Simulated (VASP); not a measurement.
The system is InSe.

```
In Se
1.0
     4.05000    0.00000    0.00000
    -2.02500    3.50740    0.00000
     0.00000    0.00000   16.93000
In Se
4 4
Direct
  0.33333 0.66667 0.15700
  0.66667 0.33333 0.65700
  0.33333 0.66667 0.34300
  0.66667 0.33333 0.84300
  0.33333 0.66667 0.60200
  0.66667 0.33333 0.10200
  0.33333 0.66667 0.89800
  0.66667 0.33333 0.39800
```

Program: VASP 6.6.1. Alike in all runs: cell as given; cutoff (eV) 400; smearing gaussian 0.02 eV.

Order these runs on this cell by their pressure, lowest first.
A. level PBE0; potentials or basis VASP PAW PBE potentials, release 64 (In_d, Se); spin off; k mesh 6 × 6 × 1; grid for exact exchange (PRECFOCK) Fast; exchange at q = 0 truncated; mesh quality not flagged
B. level PBE; potentials or basis VASP PAW PBE potentials, release 64 (In_d, Se); spin non-collinear, zero start, SOC; k mesh 6 × 6 × 1; mesh quality coarse
C. level LDA; potentials or basis VASP PAW LDA potentials, release 64 (In_d, Se); spin off; k mesh 12 × 12 × 2; mesh quality not flagged

C (3.5 GPa), A (5.4 GPa), B (7.7 GPa).

Caveats: some runs use coarse meshes; this functional lacks dispersion, which binds the layers, so the pressure and a relaxed spacing across them are unreliable (some runs); the PAW data sets were made with another functional, which shifts forces and pressure a little (some runs).

Not every run made on this cell is shown here.
